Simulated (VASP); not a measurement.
# ZnSe (Stilleite): the band gap, functional by functional, part 2 of 3

Aim: the gap of ZnSe (Stilleite) on one structure at many levels of theory. The starting structure is a measured crystal structure from the Crystallography Open Database. Cell and atoms stay as given. Meshes and data sets differ where the inputs say so.

VASP 6.6.1.

Results so far: LDA 1.063 eV; PBE 1.285 eV; r2SCAN 1.861 eV; TB-mBJ 2.786 eV.

## 6. Bands with LDA + spin-orbit coupling

Level of this step: LDA, spin-orbit coupling; plane waves and PAW (Se, Zn) (VASP).

Spin-orbit coupling is switched on in this step.

The input, INCAR:

```
SYSTEM = ZnSe
PREC = Accurate
ENCUT = 350
EDIFF = 1E-06
NELM = 100
ISMEAR = 0
SIGMA = 0.03
LREAL = .FALSE.
ALGO = Normal
GGA = CA
LNONCOLLINEAR = .TRUE.
MAGMOM = 0 0 0 0 0 0
NBANDS = 30
GGA_COMPAT = .FALSE.
LASPH = .TRUE.
LSORBIT = .TRUE.
LORBIT = 11
LWAVE = .FALSE.
LCHARG = .FALSE.
KPAR = 4
```

The input, POSCAR:

```
ZnSe
1.0
    0.0000000000      2.8338000000      2.8338000000
    2.8338000000      0.0000000000      2.8338000000
    2.8338000000      2.8338000000      0.0000000000
Se Zn
1 1
Direct
    0.7500000000      0.7500000000      0.7500000000
    0.0000000000      0.0000000000      0.0000000000
```

The input, KPOINTS:

```
Automatic mesh
0
Gamma
6 6 6
0 0 0
```

The input, KPOINTS_OPT:

```
Line mode
10
Line-mode
Reciprocal
  0.00000000   0.00000000   0.00000000 GAMMA
  0.50000000   0.00000000   0.50000000 X

  0.50000000   0.00000000   0.50000000 X
  0.50000000   0.25000000   0.75000000 W

  0.50000000   0.25000000   0.75000000 W
  0.37500000   0.37500000   0.75000000 K

  0.37500000   0.37500000   0.75000000 K
  0.00000000   0.00000000   0.00000000 GAMMA

  0.00000000   0.00000000   0.00000000 GAMMA
  0.50000000   0.50000000   0.50000000 L

  0.50000000   0.50000000   0.50000000 L
  0.62500000   0.25000000   0.62500000 U

  0.62500000   0.25000000   0.62500000 U
  0.50000000   0.25000000   0.75000000 W

  0.50000000   0.25000000   0.75000000 W
  0.50000000   0.50000000   0.50000000 L

  0.50000000   0.50000000   0.50000000 L
  0.37500000   0.37500000   0.75000000 K

  0.62500000   0.25000000   0.62500000 U
  0.50000000   0.00000000   0.50000000 X
```

Potentials, in the order of the species: Se and Zn (LDA family, release 64).

Launch:

```sh
> mpirun -np 4 vasp_ncl
```

What it wrote:

```text
[... set-up lines as in an earlier step ...]
 entering main loop
       N       E                     dE             d eps       ncg     rms          rms(c)
DAV:   1     0.103620680728E+03    0.10362E+03   -0.65312E+03  1320   0.105E+03
DAV:   2     0.245300635992E+01   -0.10117E+03   -0.94920E+02  1352   0.262E+02
DAV:   3    -0.749173550408E+01   -0.99447E+01   -0.98378E+01  1508   0.856E+01
DAV:   4    -0.767462463511E+01   -0.18289E+00   -0.18273E+00  1528   0.125E+01
[...]
DAV:  11    -0.736691406377E+01   -0.85605E-05   -0.21451E-05  1740   0.101E-01    0.137E-02
DAV:  12    -0.736691184324E+01    0.22205E-05   -0.57489E-06  1870   0.659E-02    0.195E-03
DAV:  13    -0.736691195838E+01   -0.11514E-06   -0.11588E-06  1264   0.132E-02
   1 F= -.73669120E+01 E0= -.73669120E+01  d E =-.104282E-11  mag=     0.0000     0.0000     0.0000
 Start KPOINTS_OPT (optional k-point list driver)
k-point batch [1-22\100]
       N       E                     dE             ncg
DAV:   1     0.685401990564E+03   -0.78291E+04     1328
DAV:   2    -0.148552882742E+04   -0.21709E+04     1334
DAV:   3    -0.169335761982E+04   -0.20783E+03     1582
DAV:   4    -0.169669221033E+04   -0.33346E+01     1520
DAV:   5    -0.169670825587E+04   -0.16046E-01     1596
DAV:   6    -0.169670839079E+04   -0.13492E-03     1544
DAV:   7    -0.169670839230E+04   -0.15085E-05     1392
DAV:   8    -0.169670839239E+04   -0.87399E-07     1126
[...]
k-point batch [89-100\100]
       N       E                     dE             ncg
DAV:   1     0.488871752824E+04   -0.59204E+04      720
DAV:   2     0.368562559125E+04   -0.12031E+04      720
DAV:   3     0.356986620387E+04   -0.11576E+03      900
DAV:   4     0.356803693298E+04   -0.18293E+01      820
DAV:   5     0.356802853625E+04   -0.83967E-02      880
DAV:   6     0.356802847103E+04   -0.65219E-04      826
DAV:   7     0.356802847036E+04   -0.67636E-06      760
```

The job ended after 12 s (4 MPI ranks of Intel Xeon 6975P-C (Granite Rapids), shared host; peak memory 0.78 GiB).

Parts of OUTCAR (step 6):

```text
  Total       -0.9246351     -0.9246351     -0.9246351      0.0000000     -0.0000000     -0.0000000
  in kB      -32.5494279    -32.5494279    -32.5494279      0.0000000     -0.0000000     -0.0000000
  external PRESSURE =     -32.5494279 kB  Pullay stress =       0.0000000 kB

 POSITION                                       TOTAL-FORCE (eV/Angst)
 -----------------------------------------------------------------------------------
      4.25070      4.25070      4.25070        -0.000000     -0.000000     -0.000000
      0.00000      0.00000      0.00000         0.000000      0.000000      0.000000
 -----------------------------------------------------------------------------------
    total drift:                                0.000002      0.000002      0.000002

  FREE ENERGIE OF THE ION-ELECTRON SYSTEM (eV)
  ---------------------------------------------------
  free  energy   TOTEN  =        -7.3669119584 eV

  energy  without entropy=       -7.3669119584  energy(sigma->0) =       -7.36691196

 magnetization (x)
# of ion       s       p       d       tot
------------------------------------------
    1       -0.000  -0.000   0.000  -0.000
    2        0.000   0.000   0.000   0.000
--------------------------------------------------
tot          0.000   0.000   0.000   0.000

 magnetization (y)
# of ion       s       p       d       tot
------------------------------------------
    1       -0.000   0.000  -0.000   0.000
    2       -0.000   0.000   0.000  -0.000
--------------------------------------------------
tot         -0.000   0.000  -0.000  -0.000

 magnetization (z)
# of ion       s       p       d       tot
------------------------------------------
    1       -0.000  -0.000  -0.000  -0.000
    2       -0.000   0.000  -0.000  -0.000
--------------------------------------------------
tot         -0.000   0.000  -0.000  -0.000

[... 1 part as in an earlier step ...]

[... 2 further parts left out ...]
[key lines of the parts left out:]
E-fermi :   1.7741
```

LDA + spin-orbit coupling gives a direct gap of 0.933 eV. The least gap is -0.130 eV from that of LDA.

## 7. Bands with r2SCAN + spin-orbit coupling

INCAR: that of step 6 with these lines changed.

```diff
@@ -9,3 +9,4 @@
 ALGO = Normal
-GGA = CA
+METAGGA = R2SCAN
+LASPH = .TRUE.
 LNONCOLLINEAR = .TRUE.
@@ -14,3 +15,2 @@
 GGA_COMPAT = .FALSE.
-LASPH = .TRUE.
 LSORBIT = .TRUE.
```

POSCAR is that of step 6.

KPOINTS is that of step 6.

KPOINTS_OPT is that of step 6.

The projector-augmented-wave data sets are Se and Zn (PBE family, release 64).

Launch:

```sh
> mpirun -np 4 vasp_ncl
```

What it wrote:

```text
[... set-up lines as in an earlier step ...]
 entering main loop
       N       E                     dE             d eps       ncg     rms          rms(c)
DAV:   1     0.855442075623E+02    0.85544E+02   -0.66844E+03  1320   0.107E+03
DAV:   2    -0.173658420342E+02   -0.10291E+03   -0.96500E+02  1346   0.267E+02
DAV:   3    -0.275224409864E+02   -0.10157E+02   -0.10053E+02  1514   0.880E+01
DAV:   4    -0.276954073277E+02   -0.17297E+00   -0.17282E+00  1514   0.124E+01
[...]
DAV:  14    -0.249135169431E+02   -0.54338E-05   -0.37856E-06  1616   0.350E-02    0.399E-03
DAV:  15    -0.249135156716E+02    0.12715E-05   -0.81743E-07   868   0.184E-02    0.979E-04
DAV:  16    -0.249135153850E+02    0.28663E-06   -0.95533E-08   762   0.269E-03
   1 F= -.24913515E+02 E0= -.24913515E+02  d E =-.295021E-26  mag=    -0.0000     0.0000    -0.0000
 Start KPOINTS_OPT (optional k-point list driver)
k-point batch [1-22\100]
       N       E                     dE             ncg
DAV:   1     0.655854293605E+03   -0.78586E+04     1328
DAV:   2    -0.157483883308E+04   -0.22307E+04     1334
DAV:   3    -0.178916641904E+04   -0.21433E+03     1570
DAV:   4    -0.179235417361E+04   -0.31878E+01     1552
DAV:   5    -0.179236713134E+04   -0.12958E-01     1534
DAV:   6    -0.179236723229E+04   -0.10094E-03     1552
DAV:   7    -0.179236723336E+04   -0.10750E-05     1276
DAV:   8    -0.179236723343E+04   -0.70587E-07     1206
[...]
k-point batch [89-100\100]
       N       E                     dE             ncg
DAV:   1     0.487183501479E+04   -0.59373E+04      720
DAV:   2     0.363620393339E+04   -0.12356E+04      720
DAV:   3     0.351724619409E+04   -0.11896E+03      886
DAV:   4     0.351547697157E+04   -0.17692E+01      836
DAV:   5     0.351547013172E+04   -0.68399E-02      846
DAV:   6     0.351547008254E+04   -0.49175E-04      856
DAV:   7     0.351547008208E+04   -0.46162E-06      690
```

Run time: 51 s. Hardware: 4 MPI ranks; peak memory 0.9 GiB; 3.3 min of CPU time.

OUTCAR, selected parts (step 7):

```text
  Total       -0.0538815     -0.0538815     -0.0538815      0.0000000     -0.0000000      0.0000000
  in kB       -1.8967610     -1.8967610     -1.8967610      0.0000000     -0.0000000      0.0000000
  external PRESSURE =      -1.8967610 kB  Pullay stress =       0.0000000 kB

 POSITION                                       TOTAL-FORCE (eV/Angst)
 -----------------------------------------------------------------------------------
      4.25070      4.25070      4.25070         0.000000      0.000000      0.000000
      0.00000      0.00000      0.00000        -0.000000     -0.000000     -0.000000
 -----------------------------------------------------------------------------------
    total drift:                               -0.000001     -0.000001     -0.000001

  FREE ENERGIE OF THE ION-ELECTRON SYSTEM (eV)
  ---------------------------------------------------
  free  energy   TOTEN  =       -24.9135153850 eV

  energy  without entropy=      -24.9135153850  energy(sigma->0) =      -24.91351538

 magnetization (x)
# of ion       s       p       d       tot
------------------------------------------
    1       -0.000   0.000   0.000   0.000
    2       -0.000  -0.000   0.000  -0.000
--------------------------------------------------
tot         -0.000  -0.000   0.000  -0.000

 magnetization (y)
# of ion       s       p       d       tot
------------------------------------------
    1        0.000   0.000   0.000   0.000
    2        0.000   0.000   0.000   0.000
--------------------------------------------------
tot          0.000   0.000   0.000   0.000

 magnetization (z)
# of ion       s       p       d       tot
------------------------------------------
    1       -0.000   0.000   0.000  -0.000
    2       -0.000  -0.000  -0.000  -0.000
--------------------------------------------------
tot         -0.000  -0.000  -0.000  -0.000

[... 2 parts as in an earlier step ...]

[... 1 further part left out ...]
[key lines of the parts left out:]
E-fermi :   1.6434
```

r2SCAN + spin-orbit coupling gives a direct gap of 1.738 eV. The least gap is -0.123 eV from that of r2SCAN.

## 8. Bands with TB-mBJ + spin-orbit coupling

INCAR: that of step 7 with these lines changed.

```diff
@@ -4,3 +4,3 @@
 EDIFF = 1E-06
-NELM = 100
+NELM = 150
 ISMEAR = 0
@@ -9,3 +9,3 @@
 ALGO = Normal
-METAGGA = R2SCAN
+METAGGA = MBJ
 LASPH = .TRUE.
```

POSCAR is that of step 7.

KPOINTS is that of step 7.

KPOINTS_OPT is that of step 7.

Launch:

```sh
> mpirun -np 4 vasp_ncl
```

What it wrote:

```text
[... set-up lines as in an earlier step ...]
 entering main loop
       N       E                     dE             d eps       ncg     rms          rms(c)
DAV:   1     0.330297479216E+03    0.33030E+03   -0.63671E+03  1320   0.103E+03
DAV:   2     0.231114068397E+03   -0.99183E+02   -0.93032E+02  1356   0.253E+02
DAV:   3     0.221544620899E+03   -0.95694E+01   -0.94603E+01  1536   0.842E+01
DAV:   4     0.221369673477E+03   -0.17495E+00   -0.17481E+00  1514   0.120E+01
[...]
DAV:  32     0.224094870852E+03   -0.39041E-05   -0.19705E-09   678   0.520E-04    0.813E-05
DAV:  33     0.224094885743E+03    0.14891E-04   -0.60886E-10   678   0.217E-04    0.124E-04
DAV:  34     0.224094886096E+03    0.35288E-06   -0.12950E-10   678   0.148E-04
   1 F= 0.22409489E+03 E0= 0.22409489E+03  d E =-.269415E-15  mag=    -0.0000     0.0000    -0.0000
 Start KPOINTS_OPT (optional k-point list driver)
k-point batch [1-22\100]
       N       E                     dE             ncg
DAV:   1     0.992918691167E+03   -0.75216E+04     1334
DAV:   2    -0.117909274735E+04   -0.21720E+04     1344
DAV:   3    -0.138337072353E+04   -0.20428E+03     1552
DAV:   4    -0.138643746550E+04   -0.30667E+01     1600
DAV:   5    -0.138645134138E+04   -0.13876E-01     1522
DAV:   6    -0.138645148143E+04   -0.14005E-03     1592
DAV:   7    -0.138645148366E+04   -0.22285E-05     1448
DAV:   8    -0.138645148374E+04   -0.78331E-07     1160
[...]
k-point batch [89-100\100]
       N       E                     dE             ncg
DAV:   1     0.505335037493E+04   -0.57558E+04      720
DAV:   2     0.385389733497E+04   -0.11995E+04      720
DAV:   3     0.374219677149E+04   -0.11170E+03      860
DAV:   4     0.374056622980E+04   -0.16305E+01      866
DAV:   5     0.374055908956E+04   -0.71402E-02      802
DAV:   6     0.374055902241E+04   -0.67143E-04      880
DAV:   7     0.374055902148E+04   -0.92829E-06      766
```

Elapsed: 31 s, on 4 MPI ranks; peak memory 1 GiB; 2 min of CPU time.

From OUTCAR (step 8):

```text
  Total      -82.8334492    -82.8334492    -82.8334492      0.0000000      0.0000000      0.0000000
  in kB    -2915.9410840  -2915.9410840  -2915.9410840      0.0000000      0.0000000      0.0000000
  external PRESSURE =   -2915.9410840 kB  Pullay stress =       0.0000000 kB

 POSITION                                       TOTAL-FORCE (eV/Angst)
 -----------------------------------------------------------------------------------
      4.25070      4.25070      4.25070         0.000000      0.000000      0.000000
      0.00000      0.00000      0.00000        -0.000000     -0.000000     -0.000000
 -----------------------------------------------------------------------------------
    total drift:                                0.000001      0.000001      0.000001

  FREE ENERGIE OF THE ION-ELECTRON SYSTEM (eV)
  ---------------------------------------------------
  free  energy   TOTEN  =       224.0948860961 eV

  energy  without entropy=      224.0948860961  energy(sigma->0) =      224.09488610

 magnetization (x)
# of ion       s       p       d       tot
------------------------------------------
    1       -0.000   0.000   0.000  -0.000
    2        0.000  -0.000  -0.000  -0.000
--------------------------------------------------
tot         -0.000  -0.000  -0.000  -0.000

 magnetization (y)
# of ion       s       p       d       tot
------------------------------------------
    1        0.000   0.000  -0.000   0.000
    2        0.000   0.000  -0.000   0.000
--------------------------------------------------
tot          0.000   0.000  -0.000   0.000

 magnetization (z)
# of ion       s       p       d       tot
------------------------------------------
    1        0.000   0.000   0.000   0.000
    2       -0.000   0.000  -0.000  -0.000
--------------------------------------------------
tot         -0.000   0.000  -0.000  -0.000

[... 2 parts as in an earlier step ...]

[... 1 further part left out ...]
[key lines of the parts left out:]
E-fermi :   2.1474
```

TB-mBJ + spin-orbit coupling gives a direct gap of 2.688 eV. The least gap is -0.097 eV from that of TB-mBJ.

## 9. Bands with HSE06

HSE06 mixes in a quarter of exact exchange at short range, at far higher cost; in semiconductors this cures much of the gap error, while metals seldom gain. This run uses a 5×5×5 mesh. Its starting orbitals come from a semilocal run on the same mesh, not shown.

The input, INCAR:

```
SYSTEM = ZnSe
PREC = Accurate
ENCUT = 350
EDIFF = 1E-06
NELM = 100
ISMEAR = 0
SIGMA = 0.03
LREAL = .FALSE.
ALGO = Normal
LHFCALC = .TRUE.
AEXX = 0.25
GGA = PE
HFSCREEN = 0.2
LASPH = .TRUE.
NBANDS = 15
PRECFOCK = Fast
LORBIT = 11
LWAVE = .FALSE.
LCHARG = .FALSE.
KPAR = 4
```

POSCAR is that of step 8.

The input, KPOINTS:

```
Automatic mesh
0
Gamma
5 5 5
0 0 0
```

KPOINTS_OPT is that of step 8.

Launch:

```sh
> mpirun -np 4 vasp_std
```

What it wrote:

```text
[banner, memory and clock lines left out]
running    4 mpi-ranks, on    1 nodes
[...]
LDA part: xc-table for (Slater+PW92), standard interpolation
 found WAVECAR, reading the header
 POSCAR, INCAR and KPOINTS ok, starting setup
[...]
reading WAVECAR
 the WAVECAR file was read successfully
 initial charge from wavefunction
 entering main loop
       N       E                     dE             d eps       ncg     rms          rms(c)
DAV:   1    -0.747821072088E+01   -0.74782E+01   -0.13256E+00   386   0.296E+01    0.276E+00
DAV:   2    -0.743168352055E+01    0.46527E-01   -0.26868E-01   349   0.104E+01    0.140E+00
DAV:   3    -0.742986452155E+01    0.18190E-02   -0.28491E-02   370   0.277E+00    0.867E-01
DAV:   4    -0.742899635197E+01    0.86817E-03   -0.25496E-03   307   0.601E-01    0.520E-01
[...]
DAV:   8    -0.742870716761E+01    0.73423E-05   -0.41659E-06   314   0.145E-02    0.484E-02
DAV:   9    -0.742870564153E+01    0.15261E-05   -0.15252E-06   342   0.902E-03    0.252E-02
DAV:  10    -0.742870506666E+01    0.57487E-06   -0.51229E-07   241   0.555E-03
   1 F= -.74287051E+01 E0= -.74287051E+01  d E =-.892597E-13
 Start KPOINTS_OPT (optional k-point list driver)
k-point batch [1-10\100]
       N       E                     dE             ncg
DAV:   1     0.230248704770E+02   -0.25066E+04      300
DAV:   2    -0.940613457751E+03   -0.96364E+03      307
DAV:   3    -0.100610840632E+04   -0.65495E+02      363
DAV:   4    -0.100708854468E+04   -0.98014E+00      391
DAV:   5    -0.100709464201E+04   -0.60973E-02      391
DAV:   6    -0.100709468059E+04   -0.38584E-04      384
DAV:   7    -0.100709468096E+04   -0.36601E-06      297
[...]
k-point batch [91-100\100]
       N       E                     dE             ncg
DAV:   1    -0.912593380631E+02   -0.54899E+04      300
DAV:   2    -0.102378780791E+04   -0.93253E+03      342
DAV:   3    -0.107844627331E+04   -0.54658E+02      377
DAV:   4    -0.107918145525E+04   -0.73518E+00      391
DAV:   5    -0.107918608446E+04   -0.46292E-02      398
DAV:   6    -0.107918611462E+04   -0.30155E-04      391
DAV:   7    -0.107918611489E+04   -0.26667E-06      318
```

The job ended after 2.9 min (4 MPI ranks; peak memory 1.1 GiB; 12 min of CPU time).

Parts of OUTCAR (step 9):

```text
 POSITION                                       TOTAL-FORCE (eV/Angst)
 -----------------------------------------------------------------------------------
      4.25070      4.25070      4.25070         0.000000      0.000000      0.000000
      0.00000      0.00000      0.00000        -0.000000     -0.000000     -0.000000
 -----------------------------------------------------------------------------------
    total drift:                               -0.000144     -0.000093     -0.000091

  FREE ENERGIE OF THE ION-ELECTRON SYSTEM (eV)
  ---------------------------------------------------
  free  energy   TOTEN  =        -7.4287050667 eV

  energy  without entropy=       -7.4287050667  energy(sigma->0) =       -7.42870507

[... 1 part as in an earlier step ...]

[... 2 further parts left out ...]
[key lines of the parts left out:]
E-fermi :   1.0959
```

HSE06 gives a direct gap of 2.425 eV. The least gap is +1.363 eV from that of LDA, on another mesh, which alone can move a gap by some hundredths of an eV.

(Continued in part 3 of 3.)

[Lines on the potential files, build, host, timing and source positions are cut from VASP's logs without a mark.]

[Logs are printed without paths, hosts, clocks, repeated set-up lines and the standing remarks that a program may print on its own settings, such as how far it seeks lower states.]

[Hosts, paths, dates, database ids (printed as entryN), source tags and the programs' standing remarks are cut or masked in the printed files.]
